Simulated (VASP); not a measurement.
A VASP calculation is set up with these files.

**KPOINTS**
```
Automatic mesh
0
Gamma
11 11 11
0 0 0
```

### INCAR
```
SYSTEM = Al
PREC = Accurate
ENCUT = 400
EDIFF = 1E-6
NELM = 100
ALGO = Normal
LREAL = .FALSE.
LASPH = .TRUE.
ISMEAR = 1
SIGMA = 0.1
GGA = PE
LWAVE = .FALSE.
LCHARG = .FALSE.
ISIF = 2
IBRION = 0
NSW = 3
TEBEG = 300
```

POSCAR:
```
Al
1
    0.0000000000     2.0655000000     2.0655000000
    2.0655000000     0.0000000000     2.0655000000
    2.0655000000     2.0655000000     0.0000000000
Al
1
Direct
  0.0000000000   0.0000000000   0.0000000000
```

POTCAR, in this order: Al (PBE.64 set). Program: vasp_std.

The run wrote:

standard output:
```
 POSCAR found type information on POSCAR Al
 POSCAR found :  1 types and       1 ions
 Reading from existing POTCAR

 -----------------------------------------------------------------------------
|                                                                             |
|     EEEEEEE  RRRRRR   RRRRRR   OOOOOOO  RRRRRR      ###     ###     ###     |
|     E        R     R  R     R  O     O  R     R     ###     ###     ###     |
|     E        R     R  R     R  O     O  R     R     ###     ###     ###     |
|     EEEEE    RRRRRR   RRRRRR   O     O  RRRRRR       #       #       #      |
|     E        R   R    R   R    O     O  R   R                               |
|     E        R    R   R    R   O     O  R    R      ###     ###     ###     |
|     EEEEEEE  R     R  R     R  OOOOOOO  R     R     ###     ###     ###     |
|                                                                             |
|     Fatal error! IBRION=0, but no entry for POTIM on file INCAR. MUST       |
|     be specified!                                                           |
|                                                                             |
|       ---->  I REFUSE TO CONTINUE WITH THIS SICK JOB ... BYE!!! <----       |
|                                                                             |
 -----------------------------------------------------------------------------
```

Q: Read input and log: which fault does this run have?
A. MAGMOM holds more values than there are atoms
B. LSORBIT needs the non-collinear program vasp_ncl
C. molecular dynamics (IBRION = 0) was asked for without POTIM
D. LDAUL, LDAUU and LDAUJ hold more entries than there are species

A: C, molecular dynamics (IBRION = 0) was asked for without POTIM. VASP stops with an error: Fatal error! IBRION=0, but no entry for POTIM on file INCAR. MUST be specified! ----> I REFUSE TO CONTINUE WITH THIS SICK JOB ... BYE!!! <----

To mend it, set POTIM to the time step in fs (1 to 2 fs suits most solids). The plain static run on this cell (PBE GGA, plane waves, VASP's PBE PAW potentials (set 64)) converges, and its OSZICAR ends with
```
   1 F= -.37365739E+01 E0= -.37361168E+01  d E =-.137133E-02
```

The compound is Al in the fcc structure. The cell was not relaxed at this level.
